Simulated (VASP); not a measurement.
Input:

```
CELL_PARAMETERS angstrom
      2.33744    -4.04856     0.00000
      2.33744     4.04856     0.00000
      0.00000     0.00000     7.63570
ATOMIC_POSITIONS crystal
  Ag 0.66667 0.33333 0.50011
  Ag 0.33333 0.66667 0.00011
  I  0.66667 0.33333 0.87489
  I  0.33333 0.66667 0.37489
```

The numbers are results of PBE GGA, VASP's PBE PAW potentials (set 64) (plane waves; VASP), not measurements. Numerical set-up: 400 eV cut-off, 10×10×5 Γ-centred mesh, Gaussian smearing of 0.010 eV, potentials Ag I.

### Question
Predict the energy per atom (σ→0).

### Answer

| Property | Result |
|---|---|
| energy per atom (σ→0) | -2.395 eV/atom |

Only differences to runs with the same potentials and settings are physical.

The compound is AgI in the wurtzite structure. It was relaxed first, which changed the volume by +5 %.
